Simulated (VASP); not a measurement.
Output of a VASP run:

File OUTCAR:
```
 ion  position               nearest neighbor table
   1  0.754  0.876  0.567-   4 2.03   3 2.04   3 2.11   3 2.73   2 3.24   2 3.24   2 3.30   2 3.30
  LATTYP: Found a simple orthorhombic cell.
 ALAT       =     3.0881920000
 B/A-ratio  =     1.1813187133
 C/A-ratio  =     5.2728671015
 Subroutine PRICEL returns:
 Original cell was already a primitive cell.
 Subroutine GETGRP returns: Found  1 space group operations
The static configuration has the point symmetry C_1 .
The dynamic configuration has the point symmetry C_1 .
 Subroutine INISYM returns: Found  1 space group operations
 Subroutine IBZKPT returns following result:
 Found     16 irreducible k-points:

 Following reciprocal coordinates:
            Coordinates               Weight
  0.000000  0.000000  0.000000      1.000000
  0.166667  0.000000  0.000000      2.000000
  0.333333  0.000000  0.000000      2.000000
  0.500000  0.000000  0.000000      1.000000
  0.000000  0.200000  0.000000      2.000000
  0.166667  0.200000  0.000000      2.000000
  0.166667 -0.200000  0.000000      2.000000
  0.333333  0.200000  0.000000      2.000000
  0.333333 -0.200000  0.000000      2.000000
  0.500000  0.200000  0.000000      2.000000
  0.000000  0.400000  0.000000      2.000000
  0.166667  0.400000  0.000000      2.000000
  0.166667 -0.400000  0.000000      2.000000
  0.333333  0.400000  0.000000      2.000000
  0.333333 -0.400000  0.000000      2.000000
  0.500000  0.400000  0.000000      2.000000
   k-points           NKPTS =     16   k-points in BZ     NKDIM =     16   number of bands    NBANDS=     22
   number of dos      NEDOS =    301   number of ions     NIONS =      4
   total plane-waves  NPLWV =  51840
   dimension x,y,z NGX =    20 NGY =   24 NGZ =  108
   dimension x,y,z NGXF=    40 NGYF=   48 NGZF=  216
   ions per type =               2   2
   PREC   = accura    normal or accurate (medium, high low for compatibility)
   ISTART =      0    job   : 0-new  1-cont  2-samecut
   ICHARG =      2    charge: 1-file 2-atom 10-const
   ISPIN  =      1    spin polarized calculation?
   LNONCOLLINEAR =      F non collinear calculations
   LSORBIT =      F    spin-orbit coupling
   INIWAV =      1    electr: 0-lowe 1-rand  2-diag
   ENCUT  =  400.0 eV  29.40 Ry    5.42 a.u.   5.04  5.95 26.55*2*pi/ulx,y,z
   NELM   =    100;   NELMIN=  2; NELMDL= -5     # of ELM steps
   EDIFF  = 0.1E-05   stopping-criterion for ELM
   LREAL  =      F    real-space projection
   NLSPLINE    = F    spline interpolate recip. space projectors
   LMAXMIX     =    4 max onsite mixed and CHGCAR
   VOSKOWN=      0    Vosko Wilk Nusair interpolation
   EDIFFG = 0.1E-04   stopping-criterion for IOM
   NSW    =      0    number of steps for IOM
   NBLOCK =      1;   KBLOCK =      1    inner block; outer block
   IBRION =     -1    ionic relax: 0-MD 1-quasi-New 2-CG
   NFREE  =      0    steps in history (QN), initial steepest desc. (CG)
   ISIF   =      2    stress and relaxation
   ISYM   =      2    0-nonsym 1-usesym 2-fastsym
   TEIN   =    0.0    initial temperature
   TEBEG  =    0.0;   TEEND  =   0.0 temperature during run
   SMASS  =  -3.00    Nose mass-parameter (am)
   PSTRESS=    0.0 pullay stress
   NELECT =      36.0000    total number of electrons
   EFERMI =   0.00;   METHOD = LEGACY
   ISMEAR =    -1;   SIGMA  =   0.10  broadening in eV -4-tet -1-fermi 0-gaus
   IALGO  =     38    algorithm
   LDIAG  =      T    sub-space diagonalisation (order eigenvalues)
   IMIX   =      4    mixing-type and parameters
     AMIX     =   0.40;   BMIX     =  1.00
     AMIX_MAG =   1.60;   BMIX_MAG =  1.00
     AMIN     =   0.10
   GGA     = PE    functional components
   VOSKOWN =     0    Vosko Wilk Nusair interpolation
   LHFCALC =     F    Hartree Fock is set to
   LHFONE  =     F    Hartree Fock one center treatment
   AEXX    =    0.0000 exact exchange contribution
   IVDW    =     0    specifies the selected vdW correction
   LEPSILON=     F    determine dielectric tensor
...
```

**OSZICAR**
```
       N       E                     dE             d eps       ncg     rms          rms(c)
DAV:   1     0.278852692534E+03    0.27885E+03   -0.14656E+04   712   0.112E+03
DAV:   2     0.136938451430E+02   -0.26516E+03   -0.25717E+03   966   0.291E+02
DAV:   3    -0.116665134165E+02   -0.25360E+02   -0.25121E+02   764   0.101E+02
DAV:   4    -0.120162616221E+02   -0.34975E+00   -0.34948E+00   830   0.133E+01
DAV:   5    -0.120205221378E+02   -0.42605E-02   -0.42604E-02   800   0.135E+00    0.168E+01
DAV:   6    -0.103047905460E+02    0.17157E+01   -0.71180E+00   882   0.257E+01    0.103E+01
DAV:   7    -0.102703011445E+02    0.34489E-01   -0.57920E-01   830   0.739E+00    0.548E+00
DAV:   8    -0.102504232114E+02    0.19878E-01   -0.10703E-01   830   0.273E+00    0.947E-01
DAV:   9    -0.102452384214E+02    0.51848E-02   -0.31764E-02   806   0.177E+00    0.227E-01
DAV:  10    -0.102446693332E+02    0.56909E-03   -0.22429E-03   812   0.561E-01    0.997E-02
DAV:  11    -0.102441771083E+02    0.49222E-03   -0.67327E-04   818   0.221E-01    0.510E-02
DAV:  12    -0.102441750609E+02    0.20474E-05   -0.23148E-04   894   0.149E-01    0.324E-02
DAV:  13    -0.102441967645E+02   -0.21704E-04   -0.12151E-04   728   0.954E-02    0.198E-02
DAV:  14    -0.102442508513E+02   -0.54087E-04   -0.78159E-05   794   0.653E-02    0.137E-02
DAV:  15    -0.102443499841E+02   -0.99133E-04   -0.41286E-05   866   0.480E-02    0.114E-02
DAV:  16    -0.102444152997E+02   -0.65316E-04   -0.28385E-05   866   0.341E-02    0.673E-03
DAV:  17    -0.102445483477E+02   -0.13305E-03   -0.10805E-05   692   0.143E-02    0.529E-03
DAV:  18    -0.102446085822E+02   -0.60234E-04   -0.45796E-06   742   0.115E-02    0.258E-03
DAV:  19    -0.102446539011E+02   -0.45319E-04   -0.55093E-06   658   0.752E-03    0.209E-03
DAV:  20    -0.102446629101E+02   -0.90090E-05   -0.64756E-07   534   0.311E-03    0.634E-04
DAV:  21    -0.102446663405E+02   -0.34304E-05   -0.28619E-07   556   0.296E-03    0.470E-04
DAV:  22    -0.102446672699E+02   -0.92933E-06   -0.81476E-08   520   0.142E-03
   1 F= -.10244667E+02 E0= -.10232354E+02  d E =-.246261E-01
```

**OUTCAR**
```
------------------------ aborting loop because EDIFF is reached ----------------------------------------
  FORCE on cell =-STRESS in cart. coord.  units (eV):
  Direction    XX          YY          ZZ          XY          YZ          ZX
  --------------------------------------------------------------------------------------
  Total       11.1141055      7.7204710      8.5163185     -0.6399018     -1.0251395     -0.1569281
  in kB       97.0640273     67.4260298     74.3764911     -5.5885239     -8.9529625     -1.3705170
  external PRESSURE =      79.6221827 kB  Pullay stress =       0.0000000 kB
  volume of cell :      183.45
      direct lattice vectors                 reciprocal lattice vectors
     3.088192000  0.000000000  0.000000000     0.323814063  0.000000000  0.000000000
     0.000000000  3.648139000  0.000000000     0.000000000  0.274112362  0.000000000
     0.000000000  0.000000000 16.283626000     0.000000000  0.000000000  0.061411383
 POSITION                                       TOTAL-FORCE (eV/Angst)
 -----------------------------------------------------------------------------------
      2.32885      3.19639      9.23948        -0.477522      1.980103      3.460747
      0.78360      1.31818      7.00230         0.053628      3.059432     -2.869447
      0.73660      1.82002      9.05840         0.446118     -2.299803      1.883575
      2.32732      0.04674      7.26707        -0.022224     -2.739732     -2.474875
 -----------------------------------------------------------------------------------
    total drift:                                0.000209      0.002334      0.001462
  FREE ENERGIE OF THE ION-ELECTRON SYSTEM (eV)
  ---------------------------------------------------
  free  energy   TOTEN  =       -10.2446672699 eV

  energy  without entropy=      -10.2200411339  energy(sigma->0) =      -10.23235420
```
(Selected blocks of OUTCAR.)

### POSCAR
```
AgF
1
    3.0881920000     0.0000000000     0.0000000000
    0.0000000000     3.6481390000     0.0000000000
    0.0000000000     0.0000000000    16.2836260000
Ag F
2 2
Direct
  0.7541160000   0.8761690000   0.5674090000
  0.2537420000   0.3613290000   0.4300210000
  0.2385220000   0.4988890000   0.5562890000
  0.7536190000   0.0128130000   0.4462810000
```

Problem. Reconstruct the remaining input files.

Solution. Several could match; the one computed here: the input of the run itself, PBE GGA, plane waves, VASP's PBE PAW potentials (set 64).

KPOINTS:
```
Automatic
0
G
  6 5 1
0 0 0
```

### INCAR
```
ALGO = Normal
EDIFF = 1E-6
ENCUT = 400
GGA = PE
ISIF = 2
ISMEAR = -1
LASPH = .TRUE.
LCHARG = .FALSE.
LMAXMIX = 4
LREAL = .FALSE.
LWAVE = .FALSE.
NELM = 100
PREC = Accurate
SIGMA = 0.1
SYSTEM = AgF
```

POTCAR, in this order: Ag F (PBE.64 set). Program: vasp_std.

At this cut-off the stress carries a Pulay error, which pulls relaxed volumes low. The cell holds a wide vacuum, so values per volume refer to the whole cell.

The cell is a sheet with vacuum, built from a generated structure.
